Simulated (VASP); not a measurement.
An input for Ansatz (written as the equivalent of a VASP run, and not itself run):

Ansatz 0.2 input:
```yaml
crystal:
  lattice:
    - [3.9897570, 0.0000000, 0.0000000]
    - [-1.9948780, 3.4552310, 0.0000000]
    - [0.0000000, 0.0000000, 5.5607440]
  atoms:
    - { symbol: Mo, position: [0.0000000, 0.0000000, 0.0000000] }
    - { symbol: Mo, position: [0.0000000, 0.0000000, 0.5000000] }
    - { symbol: Si, position: [0.3333330, 0.6666670, 0.2500000] }
    - { symbol: Si, position: [0.6666670, 0.3333330, 0.7500000] }
kpoints:
  mp_grid: { grid: [7, 7, 4] }
hamiltonian:
  xc: pbesol
  pseudopotentials: { kind: paw }
scf:
  occupations: { method: gaussian, width: 0.2 }
  max_iter: 100
output: { forces: true, stress: true, eigenvalues: true }
```

**Question.** Write the VASP files for the same calculation (PBEsol).

**Answer.** Several could match; the one computed here: 
### KPOINTS
```
K-points
0
Gamma
7 7 4
```

**INCAR**
```
! general
SYSTEM  = SiMo
PREC    = Accurate
ENCUT   = 300
LREAL   = .FALSE.
LASPH   = .TRUE.

! electronic loop
EDIFF   = 1E-6
NELM    = 100
ALGO    = Normal
LMAXMIX = 4

! smearing
ISMEAR  = 0
SIGMA   = 0.2

! functional
GGA     = PS

! ions
ISIF    = 2

! output
LWAVE   = .FALSE.
LCHARG  = .FALSE.
```

### POSCAR
```
SiMo
1
    3.9897570000     0.0000000000     0.0000000000
   -1.9948780000     3.4552310000     0.0000000000
    0.0000000000     0.0000000000     5.5607440000
Mo Si
2 2
Direct
  0.0000000000   0.0000000000   0.0000000000
  0.0000000000   0.0000000000   0.5000000000
  0.3333330000   0.6666670000   0.2500000000
  0.6666670000   0.3333330000   0.7500000000
```

POTCAR, in this order: Mo_sv Si (PBE.64 set). Program: vasp_std.

The two are equivalent in intent, not identical: each code has its own PAW files, so the cut-off isn't converted (ENCUT is set for VASP's; basis.ecutwfc is left out, and Ansatz then takes the one that its files recommend); Ansatz stops its SCF on the density residual and VASP on the energy change (EDIFF).

The structure was generated: SiMo was put into an ordered model structure, which need not be its known phase. The cell was not relaxed at this level. The run is one of a series of settings (GGA = PS against the base run), some of them coarse on purpose.
